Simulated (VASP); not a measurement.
All values below come from PBE GGA with spin-orbit coupling, VASP's PBE PAW potentials (set 64) (plane waves; VASP).

Input for VASP

**INCAR**
```
PREC = Accurate
GGA_COMPAT = .FALSE.
NELM = 100   # most electronic steps
LMAXMIX = 4
GGA = PE   # PBE
ISMEAR = 0
LWAVE = .FALSE.
SYSTEM = SbAs
EDIFF = 1E-6   # SCF stop (eV)
LORBIT = 11   # lm-projected
LNONCOLLINEAR = .TRUE.
LASPH = .TRUE.
ENCUT = 300
MAGMOM = 12*0.0
ALGO = Normal
SIGMA = 0.272   # width (eV)
LSORBIT = .TRUE.
ISIF = 2
LCHARG = .FALSE.
LREAL = .FALSE.   # projection in real space or not
```

KPOINTS:
```
kpoints
0
G
4 4 3
```

### POSCAR
```
SbAs
11.318710
  0.3967991052   0.0000000000   0.0000000000
  0.0000000000   0.3967991052   0.0000000000
  0.0000000000   0.0000000000   0.5000000000
As Sb
2 2
direct
  0.5000000000   0.0000000000   0.2368000000
  0.0000000000   0.5000000000   0.7632000000
  0.0000000000   0.0000000000   0.0000000000
  0.5000000000   0.5000000000   0.0000000000
```

POTCAR, in this order: As Sb (PBE.64 set). Program: vasp_ncl.

What VASP printed:

OUTCAR:
```
 ion  position               nearest neighbor table
   1  0.500  0.000  0.237-   3 2.62   4 2.62   4 2.62   3 2.62
   2  0.000  0.500  0.763-   3 2.62   4 2.62   3 2.62   4 2.62
   3  0.000  0.000  0.000-   1 2.62   2 2.62   2 2.62   1 2.62   4 3.18   4 3.18   4 3.18   4 3.18
  LATTYP: Found a simple tetragonal cell.
 ALAT       =     4.4912540000
 C/A-ratio  =     1.2600834867
 Subroutine PRICEL returns:
 Original cell was already a primitive cell.
 Subroutine GETGRP returns: Found 16 space group operations
The static configuration has the point symmetry D_2d.
 The point group associated with its full space group is D_4h.
The dynamic configuration has the point symmetry D_2d.
The overall configuration has the point symmetry D_2d.
 Subroutine INISYM returns: Found 16 space group operations
 Subroutine IBZKPT returns following result:
 Found     12 irreducible k-points:

 Following reciprocal coordinates:
            Coordinates               Weight
  0.000000  0.000000  0.000000      1.000000
  0.250000  0.000000  0.000000      4.000000
  0.500000  0.000000  0.000000      2.000000
  0.250000  0.250000  0.000000      4.000000
  0.500000  0.250000  0.000000      4.000000
...
```

**OSZICAR**
```
       N       E                     dE             d eps       ncg     rms          rms(c)
DAV:   1     0.774431341383E+02    0.77443E+02   -0.53055E+03   672   0.730E+02
DAV:   2    -0.833514506117E+01   -0.85778E+02   -0.83080E+02   824   0.163E+02
DAV:   3    -0.149119776431E+02   -0.65768E+01   -0.64506E+01   832   0.467E+01
DAV:   4    -0.150661928312E+02   -0.15422E+00   -0.15300E+00   864   0.743E+00
DAV:   5    -0.150695854005E+02   -0.33926E-02   -0.33857E-02   860   0.111E+00    0.658E+00
DAV:   6    -0.149178514614E+02    0.15173E+00   -0.15942E-01   800   0.207E+00    0.400E+00
DAV:   7    -0.148734867835E+02    0.44365E-01   -0.11497E-01   748   0.171E+00    0.186E+00
DAV:   8    -0.148730168383E+02    0.46995E-03   -0.98666E-03   864   0.565E-01    0.280E-01
DAV:   9    -0.148725762659E+02    0.44057E-03   -0.41105E-03   784   0.345E-01    0.579E-02
DAV:  10    -0.148727316869E+02   -0.15542E-03   -0.53348E-04   760   0.155E-01    0.340E-02
DAV:  11    -0.148728053216E+02   -0.73635E-04   -0.13801E-04   776   0.690E-02    0.124E-02
DAV:  12    -0.148728073489E+02   -0.20273E-05   -0.62986E-06   808   0.160E-02    0.573E-03
DAV:  13    -0.148728079525E+02   -0.60364E-06   -0.47852E-06   760   0.126E-02
   1 F= -.14872808E+02 E0= -.14836777E+02  d E =-.720629E-01  mag=    -0.0000    -0.0000    -0.0000
```

**OUTCAR**
```
------------------------ aborting loop because EDIFF is reached ----------------------------------------
  FORCE on cell =-STRESS in cart. coord.  units (eV):
  Direction    XX          YY          ZZ          XY          YZ          ZX
  --------------------------------------------------------------------------------------
  Total       17.5847352     17.5847352      4.3415056      0.0000000      0.0000000      0.0000000
  in kB      246.7994821    246.7994821     60.9324687      0.0000000      0.0000000      0.0000000
  external PRESSURE =     184.8438110 kB  Pullay stress =       0.0000000 kB
  volume of cell :      114.16
      direct lattice vectors                 reciprocal lattice vectors
     4.491254000  0.000000000  0.000000000     0.222654965  0.000000000  0.000000000
     0.000000000  4.491254000  0.000000000     0.000000000  0.222654965  0.000000000
     0.000000000  0.000000000  5.659355000     0.000000000  0.000000000  0.176698581
 POSITION                                       TOTAL-FORCE (eV/Angst)
 -----------------------------------------------------------------------------------
      2.24563      0.00000      1.34014         0.000000     -0.000000      1.838643
      0.00000      2.24563      4.31922         0.000000      0.000000     -1.838643
      0.00000      0.00000      0.00000         0.000000     -0.000000     -0.000000
      2.24563      2.24563      0.00000        -0.000000      0.000000     -0.000000
 -----------------------------------------------------------------------------------
    total drift:                               -0.000000      0.000000     -0.000000
  FREE ENERGIE OF THE ION-ELECTRON SYSTEM (eV)
  ---------------------------------------------------
  free  energy   TOTEN  =       -14.8728079525 eV

  energy  without entropy=      -14.8007450581  energy(sigma->0) =      -14.83677651

 total charge

# of ion       s       p       d       tot
------------------------------------------
    1        1.319   1.415   0.062   2.796
    2        1.319   1.415   0.062   2.796
    3        1.236   1.233   0.076   2.545
    4        1.236   1.233   0.076   2.545
--------------------------------------------------
tot          5.110   5.295   0.275  10.681

 magnetization (x)

# of ion       s       p       d       tot
------------------------------------------
    1        0.000   0.000  -0.000  -0.000
    2        0.000   0.000  -0.000  -0.000
    3        0.000   0.000   0.000   0.000
    4        0.000   0.000   0.000   0.000
--------------------------------------------------
tot          0.000   0.000  -0.000  -0.000

 magnetization (y)

# of ion       s       p       d       tot
------------------------------------------
    1        0.000   0.000   0.000   0.000
    2        0.000   0.000   0.000   0.000
    3        0.000  -0.000  -0.000  -0.000
    4        0.000   0.000  -0.000  -0.000
--------------------------------------------------
tot          0.000  -0.000  -0.000  -0.000

 magnetization (z)

# of ion       s       p       d       tot
------------------------------------------
    1       -0.000   0.000   0.000  -0.000
    2       -0.000   0.000   0.000  -0.000
    3        0.000  -0.000   0.000  -0.000
    4       -0.000   0.000   0.000  -0.000
--------------------------------------------------
tot         -0.000  -0.000   0.000  -0.000

 Ion:    1  E_soc:     -0.0259856

 Ion:    2  E_soc:     -0.0259856

 Ion:    3  E_soc:     -0.1306641

 Ion:    4  E_soc:     -0.1306641
```
(Selected blocks of OUTCAR.)

File OUTCAR:
```
 val. band max:        5.6569033685   @ k =   0.2500   0.2500   0.3333

 cond. band min:       5.8981109559   @ k =   0.2500   0.2500   0.0000


 Fermi energy:         5.6637617091

 k-point     1 :       0.0000    0.0000    0.0000
  band No.  band energies     occupation
      1      -9.4504      1.00000
      2      -9.4504      1.00000
      3      -6.0397      1.00000
      4      -6.0397      1.00000
      5      -1.9528      1.00000
      6      -1.9528      1.00000
      7      -1.1309      1.00000
      8      -1.1309      1.00000
      9      -0.8092      1.00000
     10      -0.8092      1.00000
     11      -0.5987      1.00000
     12      -0.5987      1.00000
     13       2.8942      1.00000
     14       2.8942      1.00000
     15       3.1989      1.00000
     16       3.1989      1.00000
     17       3.4686      1.00000
     18       3.4686      1.00000
     19       4.6792      1.00000
     20       4.6792      1.00000
     21       4.7454      1.00000
     22       4.7454      1.00000
     23       5.4422      0.87528
     24       5.4422      0.87528
     25       8.4002      0.00000
     26       8.4002      0.00000
     27       8.4218      0.00000
     28       8.4218      0.00000

 k-point     2 :       0.2500    0.0000    0.0000
  band No.  band energies     occupation
      1      -9.0158      1.00000
      2      -9.0158      1.00000
      3      -6.3759      1.00000
      4      -6.3759      1.00000
      5      -3.4256      1.00000
      6      -3.4256      1.00000
      7      -1.6974      1.00000
      8      -1.6974      1.00000
      9      -0.2607      1.00000
     10      -0.2607      1.00000
     11       1.1999      1.00000
     12       1.1999      1.00000
     13       2.0036      1.00000
     14       2.0036      1.00000
     15       2.4444      1.00000
     16       2.4444      1.00000
     17       3.7846      1.00000
     18       3.7846      1.00000
     19       4.4985      1.00000
     20       4.4985      1.00000
...
```

The structure was generated: SbAs was put into an ordered model structure, which need not be its known phase. The cell was not relaxed at this level. The k-mesh is coarse (spacing up to 0.37 per Å, 2π included), so the numbers may not be converged in it. The run is one of a series of settings (GGA_COMPAT = .FALSE., LNONCOLLINEAR = .TRUE., LSORBIT = .TRUE., MAGMOM = 0.0 0.0 0.0 0.0 0.0 0.0 0.0 0.0 0.0 0.0 0.0 0.0, program vasp_ncl against the base run), some of them coarse on purpose.
